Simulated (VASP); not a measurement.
# ZnS (Sphalerite): what moves the LDA gap besides the functional

Aim: test what besides the functional moves the gap of ZnS (Sphalerite). The starting structure is a measured crystal structure from the Crystallography Open Database. Cell and atoms stay as given unless a step says otherwise.

Method: Kohn-Sham DFT with plane waves and PAW; LDA, in VASP 6.6.1.

### Step 1. The structure

It takes space group F-43m (No. 216, cubic). Conventional cell: a = 5.409 Å, b = 5.409 Å, c = 5.409 Å, α = 90.00°, β = 90.00°, γ = 90.00°. Nearest to Zn lie 4 S at 2.34 Å. Nearest to S lie 4 Zn at 2.34 Å. Farther neighbours and most contacts between anions are not listed.

### Step 2. Reference bands

Input file INCAR:

```
SYSTEM = ZnS
PREC = Accurate
ENCUT = 350
EDIFF = 1E-06
NELM = 100
ISMEAR = 0
SIGMA = 0.03
LREAL = .FALSE.
ALGO = Normal
GGA = CA
NBANDS = 21
LORBIT = 11
LWAVE = .FALSE.
LCHARG = .FALSE.
KPAR = 4
```

Input file POSCAR:

```
ZnS
1.0
    0.0000000000      2.7046500000      2.7046500000
    2.7046500000      0.0000000000      2.7046500000
    2.7046500000      2.7046500000      0.0000000000
Zn S
1 1
Direct
    0.0000000000      0.0000000000      0.0000000000
    0.7500000000      0.7500000000      0.7500000000
```

Input file KPOINTS:

```
Automatic mesh
0
Gamma
8 8 8
0 0 0
```

Input file KPOINTS_OPT:

```
Line mode
10
Line-mode
Reciprocal
  0.00000000   0.00000000   0.00000000 GAMMA
  0.50000000   0.00000000   0.50000000 X

  0.50000000   0.00000000   0.50000000 X
  0.50000000   0.25000000   0.75000000 W

  0.50000000   0.25000000   0.75000000 W
  0.37500000   0.37500000   0.75000000 K

  0.37500000   0.37500000   0.75000000 K
  0.00000000   0.00000000   0.00000000 GAMMA

  0.00000000   0.00000000   0.00000000 GAMMA
  0.50000000   0.50000000   0.50000000 L

  0.50000000   0.50000000   0.50000000 L
  0.62500000   0.25000000   0.62500000 U

  0.62500000   0.25000000   0.62500000 U
  0.50000000   0.25000000   0.75000000 W

  0.50000000   0.25000000   0.75000000 W
  0.50000000   0.50000000   0.50000000 L

  0.50000000   0.50000000   0.50000000 L
  0.37500000   0.37500000   0.75000000 K

  0.62500000   0.25000000   0.62500000 U
  0.50000000   0.00000000   0.50000000 X
```

PAW data sets: Zn and S (LDA family, release 64).

Command:

```
$ mpirun -np 4 vasp_std
```

What it wrote:

```text
[banner, memory and clock lines left out]
running    4 mpi-ranks, on    1 nodes
 distrk:  each k-point on    1 cores,    4 groups
 distr:  one band on    1 cores,    1 groups

 POSCAR found type information on POSCAR ZnS
 POSCAR found :  2 types and       2 ions
 LDA part: xc-table for (Slater(with rela. corr.)+CA(PZ))
 , standard interpolation
 POSCAR, INCAR and KPOINTS ok, starting setup
 FFT: planning ... GRIDC
 FFT: planning ... GRID_SOFT
 FFT: planning ... GRID
 WAVECAR not read
 entering main loop
       N       E                     dE             d eps       ncg     rms          rms(c)
DAV:   1     0.919713275051E+02    0.91971E+02   -0.65729E+03  1231   0.780E+02
DAV:   2    -0.102631626173E+01   -0.92998E+02   -0.84621E+02  1263   0.201E+02
DAV:   3    -0.851001586410E+01   -0.74837E+01   -0.73958E+01  1477   0.567E+01
DAV:   4    -0.859716500606E+01   -0.87149E-01   -0.87096E-01  1386   0.620E+00
DAV:   5    -0.859763569989E+01   -0.47069E-03   -0.47069E-03  1452   0.460E-01    0.680E+00
DAV:   6    -0.821077671101E+01    0.38686E+00   -0.46141E-01  1628   0.226E+01    0.531E+00
DAV:   7    -0.817928457230E+01    0.31492E-01   -0.13265E-01  1460   0.324E+00    0.254E+00
DAV:   8    -0.817268037469E+01    0.66042E-02   -0.43755E-03  1796   0.108E+00    0.487E-01
DAV:   9    -0.817220455641E+01    0.47582E-03   -0.11069E-03  1403   0.204E-01    0.799E-02
DAV:  10    -0.817221608538E+01   -0.11529E-04   -0.90183E-05  1378   0.485E-02    0.479E-02
DAV:  11    -0.817221417335E+01    0.19120E-05   -0.38392E-06  1697   0.276E-02    0.577E-03
DAV:  12    -0.817221419418E+01   -0.20834E-07   -0.78993E-07   848   0.492E-03
   1 F= -.81722142E+01 E0= -.81722142E+01  d E =-.152632E-18
 Start KPOINTS_OPT (optional k-point list driver)
k-point batch [1-29\100]
       N       E                     dE             ncg
DAV:   1     0.856292518774E+03   -0.13361E+05     1234
DAV:   2    -0.174399914983E+04   -0.26003E+04     1271
DAV:   3    -0.194724195677E+04   -0.20324E+03     1470
DAV:   4    -0.194947832551E+04   -0.22364E+01     1403
DAV:   5    -0.194948996417E+04   -0.11639E-01     1463
DAV:   6    -0.194949006393E+04   -0.99750E-04     1466
DAV:   7    -0.194949006494E+04   -0.10125E-05     1308
DAV:   8    -0.194949006501E+04   -0.76479E-07     1030
[...]
k-point batch [88-100\100]
       N       E                     dE             ncg
DAV:   1     0.850468736878E+04   -0.70120E+04      559
DAV:   2     0.733945841367E+04   -0.11652E+04      567
DAV:   3     0.725156417261E+04   -0.87894E+02      680
DAV:   4     0.725064286612E+04   -0.92131E+00      606
DAV:   5     0.725063797333E+04   -0.48928E-02      657
DAV:   6     0.725063792712E+04   -0.46219E-04      611
DAV:   7     0.725063792657E+04   -0.54386E-06      648
```

The job ended after 3.6 s (4 MPI ranks of Intel Xeon 6975P-C (Granite Rapids), shared host; peak memory 0.51 GiB).

Lines that name or quote the potential files are left out of all logs, and their timing lines are given in words.

From OUTCAR (step 2):

```text
ion  position               nearest neighbor table
   1  0.000  0.000  0.000-   2 2.34   2 2.34   2 2.34   2 2.34
   2  0.750  0.750  0.750-   1 2.34   1 2.34   1 2.34   1 2.34

  LATTYP: Found a face centered cubic cell.
 ALAT       =     5.4093000000

 Subroutine GETGRP returns: Found 24 space group operations
 (whereof 24 operations were pure point group operations)

The static configuration has the point symmetry T_d .

 Found     29 irreducible k-points:

   k-points           NKPTS =     29   k-points in BZ     NKDIM =     29   number of bands    NBANDS=     21

   dimension x,y,z NGX =    24 NGY =   24 NGZ =   24
   dimension x,y,z NGXF=    48 NGYF=   48 NGZF=   48

   ENCUT  =  350.0 eV  25.72 Ry    5.07 a.u.   5.83  5.83  5.83*2*pi/ulx,y,z

   NELECT =      18.0000    total number of electrons

 k-points in reciprocal lattice and weights: Automatic mesh
   0.00000000  0.00000000  0.00000000       0.002
   0.12500000  0.00000000  0.00000000       0.016
   0.25000000  0.00000000  0.00000000       0.016
   0.37500000  0.00000000  0.00000000       0.016
   0.50000000  0.00000000  0.00000000       0.008
   0.12500000  0.12500000  0.00000000       0.012
   0.25000000  0.12500000  0.00000000       0.047
   0.37500000  0.12500000  0.00000000       0.047
   0.50000000  0.12500000  0.00000000       0.047
[...]
-0.37500000  0.50000000  0.12500000       0.023
  -0.25000000  0.50000000  0.25000000       0.012

 average (electrostatic) potential at core
       1 -37.4748       2 -89.2291

 E-fermi :   2.0757

 k-point     1 :       0.0000    0.0000    0.0000
  band No.  band energies     occupation
    ...
      5      -4.0923      2.00000
      6      -4.0923      2.00000
      7       1.9005      2.00000
      8       1.9005      2.00000
      9       1.9005      2.00000
     10       3.7723      0.00000
     11       8.1529      0.00000
     12       8.1529      0.00000
     13       8.1529      0.00000
     14      13.3956      0.00000
    ...

 k-point     2 :       0.1250    0.0000    0.0000
  band No.  band energies     occupation
    ...
      5      -4.0938      2.00000
      6      -4.0938      2.00000
      7       0.7382      2.00000
      8       1.7509      2.00000
      9       1.7509      2.00000
     10       4.6283      0.00000
     11       8.0399      0.00000
     12       8.4090      0.00000
     13       8.4090      0.00000
     14      13.0127      0.00000
    ...

 k-point     3 :       0.2500    0.0000    0.0000
  band No.  band energies     occupation
    ...
      5      -4.0907      2.00000
      6      -4.0907      2.00000
      7      -1.0009      2.00000
      8       1.4265      2.00000
      9       1.4265      2.00000
     10       5.1707      0.00000
     11       8.6468      0.00000
     12       8.7820      0.00000
     13       8.7820      0.00000
     14      12.7924      0.00000
    ...

  Total       -1.1781780     -1.1781780     -1.1781780     -0.0000000      0.0000000     -0.0000000
  in kB      -47.7043816    -47.7043816    -47.7043816     -0.0000000      0.0000000     -0.0000000
  external PRESSURE =     -47.7043816 kB  Pullay stress =       0.0000000 kB

  energy-cutoff  :      350.00
  volume of cell :       39.57
      direct lattice vectors                 reciprocal lattice vectors
     0.000000000  2.704650000  2.704650000    -0.184866803  0.184866803  0.184866803
     2.704650000  0.000000000  2.704650000     0.184866803 -0.184866803  0.184866803
     2.704650000  2.704650000  0.000000000     0.184866803  0.184866803 -0.184866803

 POSITION                                       TOTAL-FORCE (eV/Angst)
 -----------------------------------------------------------------------------------
      0.00000      0.00000      0.00000        -0.000000      0.000000     -0.000000
      4.05697      4.05697      4.05697         0.000000     -0.000000      0.000000
 -----------------------------------------------------------------------------------
    total drift:                               -0.000001     -0.000001     -0.000000

  FREE ENERGIE OF THE ION-ELECTRON SYSTEM (eV)
  ---------------------------------------------------
  free  energy   TOTEN  =        -8.1722141942 eV

  energy  without entropy=       -8.1722141942  energy(sigma->0) =       -8.17221419

 total charge
# of ion       s       p       d       tot
------------------------------------------
    1        0.533   0.485   9.792  10.810
    2        1.315   2.408   0.000   3.723
--------------------------------------------------
tot          1.848   2.893   9.792  14.533

[... 3 further parts left out ...]
```

At this level the cell is under a tension of 4.8 GPa, so at these settings it is away from equilibrium.

The reference gap is 1.872 eV.

### Step 3. Bands with cell and atoms relaxed by LDA

Against step 2 the input has another starting structure. The cell comes from a relaxation at this level, not shown (37.22 Å³).

INCAR is that of step 2.

Input file POSCAR:

```
ZnS
1.0
    0.0000000000      2.6501245613      2.6501245613
    2.6501245613      0.0000000000      2.6501245613
    2.6501245613      2.6501245613      0.0000000000
Zn S
1 1
Direct
    0.0000000000      0.0000000000      0.0000000000
    0.7500000000      0.7500000000      0.7500000000
```

KPOINTS is that of step 2.

KPOINTS_OPT is that of step 2.

Command:

```
$ mpirun -np 4 vasp_std
```

What it wrote:

```text
[... set-up lines as in an earlier step ...]
 entering main loop
       N       E                     dE             d eps       ncg     rms          rms(c)
DAV:   1     0.881038656281E+02    0.88104E+02   -0.66425E+03  1247   0.809E+02
DAV:   2    -0.163483798661E+01   -0.89739E+02   -0.82472E+02  1281   0.203E+02
DAV:   3    -0.856515206205E+01   -0.69303E+01   -0.68542E+01  1418   0.550E+01
DAV:   4    -0.864268365955E+01   -0.77532E-01   -0.77483E-01  1408   0.578E+00
[...]
DAV:  10    -0.820654197167E+01   -0.12585E-04   -0.13703E-04  1403   0.563E-02    0.654E-02
DAV:  11    -0.820653935552E+01    0.26162E-05   -0.55653E-06  1629   0.236E-02    0.877E-03
DAV:  12    -0.820653927321E+01    0.82305E-07   -0.11757E-06  1148   0.717E-03
   1 F= -.82065393E+01 E0= -.82065393E+01  d E =-.158362E-18
 Start KPOINTS_OPT (optional k-point list driver)
k-point batch [1-29\100]
       N       E                     dE             ncg
DAV:   1     0.109796508929E+04   -0.12974E+05     1239
DAV:   2    -0.155935039111E+04   -0.26573E+04     1272
DAV:   3    -0.175438896955E+04   -0.19504E+03     1499
DAV:   4    -0.175643198030E+04   -0.20430E+01     1388
DAV:   5    -0.175644158549E+04   -0.96052E-02     1477
DAV:   6    -0.175644166297E+04   -0.77476E-04     1460
DAV:   7    -0.175644166369E+04   -0.72891E-06     1313
[...]
k-point batch [88-100\100]
       N       E                     dE             ncg
DAV:   1     0.860731693645E+04   -0.70638E+04      546
DAV:   2     0.740440140794E+04   -0.12029E+04      551
DAV:   3     0.731852139200E+04   -0.85880E+02      681
DAV:   4     0.731770529797E+04   -0.81609E+00      606
DAV:   5     0.731770125878E+04   -0.40392E-02      654
DAV:   6     0.731770122411E+04   -0.34671E-04      662
DAV:   7     0.731770122375E+04   -0.35913E-06      591
```

It took 3.4 s on 4 MPI ranks; peak memory 0.5 GiB; 11 s of CPU time.

Parts of OUTCAR (step 3):

```text
  Total       -0.0362947     -0.0362947     -0.0362947     -0.0000000     -0.0000000      0.0000000
  in kB       -1.5621571     -1.5621571     -1.5621571     -0.0000000     -0.0000000      0.0000000
  external PRESSURE =      -1.5621571 kB  Pullay stress =       0.0000000 kB

 POSITION                                       TOTAL-FORCE (eV/Angst)
 -----------------------------------------------------------------------------------
      0.00000      0.00000      0.00000        -0.000000     -0.000000     -0.000000
      3.97519      3.97519      3.97519         0.000000      0.000000      0.000000
 -----------------------------------------------------------------------------------
    total drift:                                0.000000      0.000000     -0.000001

  FREE ENERGIE OF THE ION-ELECTRON SYSTEM (eV)
  ---------------------------------------------------
  free  energy   TOTEN  =        -8.2065392732 eV

  energy  without entropy=       -8.2065392732  energy(sigma->0) =       -8.20653927

[... 1 part as in an earlier step ...]

[... 2 further parts left out ...]
[key lines of the parts left out:]
E-fermi :   2.6721
```

With cell and atoms relaxed by LDA the gap is 2.147 eV, +0.275 eV from the reference.

### Step 4. Bands with no band path

Against step 2 the input has no band path (also changed: NBANDS).

INCAR: that of step 3 with these lines changed.

```diff
@@ -10,3 +10,3 @@
 GGA = CA
-NBANDS = 21
+NBANDS = 15
 LORBIT = 11
```

Input file POSCAR:

```
ZnS
1.0
    0.0000000000      2.7046500000      2.7046500000
    2.7046500000      0.0000000000      2.7046500000
    2.7046500000      2.7046500000      0.0000000000
Zn S
1 1
Direct
    0.0000000000      0.0000000000      0.0000000000
    0.7500000000      0.7500000000      0.7500000000
```

KPOINTS is that of step 3.

Command:

```
$ mpirun -np 4 vasp_std
```

What it wrote:

```text
[... set-up lines as in an earlier step ...]
 entering main loop
       N       E                     dE             d eps       ncg     rms          rms(c)
DAV:   1     0.719845325751E+02    0.71985E+02   -0.72582E+03   878   0.109E+03
DAV:   2    -0.410320804659E+01   -0.76088E+02   -0.71679E+02   989   0.220E+02
DAV:   3    -0.855102541067E+01   -0.44478E+01   -0.44307E+01  1087   0.573E+01
DAV:   4    -0.859702316708E+01   -0.45998E-01   -0.45987E-01  1045   0.602E+00
[...]
DAV:  10    -0.817221515418E+01   -0.14244E-04   -0.59846E-05  1087   0.604E-02    0.176E-02
DAV:  11    -0.817221410456E+01    0.10496E-05   -0.27878E-06   995   0.193E-02    0.372E-03
DAV:  12    -0.817221422892E+01   -0.12436E-06   -0.11282E-06   696   0.787E-03
   1 F= -.81722142E+01 E0= -.81722142E+01  d E =-.280501E-11
```

Run time: 1.6 s. Hardware: 4 MPI ranks; peak memory 0.47 GiB; 4.2 s of CPU time.

OUTCAR, selected parts (step 4):

```text
  Total       -1.1777464     -1.1777464     -1.1777464      0.0000000     -0.0000000      0.0000000
  in kB      -47.6869061    -47.6869061    -47.6869061      0.0000000     -0.0000000      0.0000000
  external PRESSURE =     -47.6869061 kB  Pullay stress =       0.0000000 kB

 POSITION                                       TOTAL-FORCE (eV/Angst)
 -----------------------------------------------------------------------------------
      0.00000      0.00000      0.00000         0.000000      0.000000      0.000000
      4.05697      4.05697      4.05697        -0.000000     -0.000000     -0.000000
 -----------------------------------------------------------------------------------
    total drift:                               -0.000001     -0.000001     -0.000000

  FREE ENERGIE OF THE ION-ELECTRON SYSTEM (eV)
  ---------------------------------------------------
  free  energy   TOTEN  =        -8.1722142289 eV

  energy  without entropy=       -8.1722142289  energy(sigma->0) =       -8.17221423

[... 1 part as in an earlier step ...]

[... 2 further parts left out ...]
[key lines of the parts left out:]
E-fermi :   2.0258
```

With no band path the gap is 1.872 eV, +0.000 eV from the reference, read on the mesh alone.

[end of part 1 of 2]

[Lines on the potential files, build, host, timing and source positions are cut from VASP's logs without a mark.]

[Logs are printed without paths, hosts, clocks, repeated set-up lines and the standing remarks that a program may print on its own settings, such as how far it seeks lower states.]

[Hosts, paths, dates, database ids (printed as entryN), source tags and the programs' standing remarks are cut or masked in the printed files.]
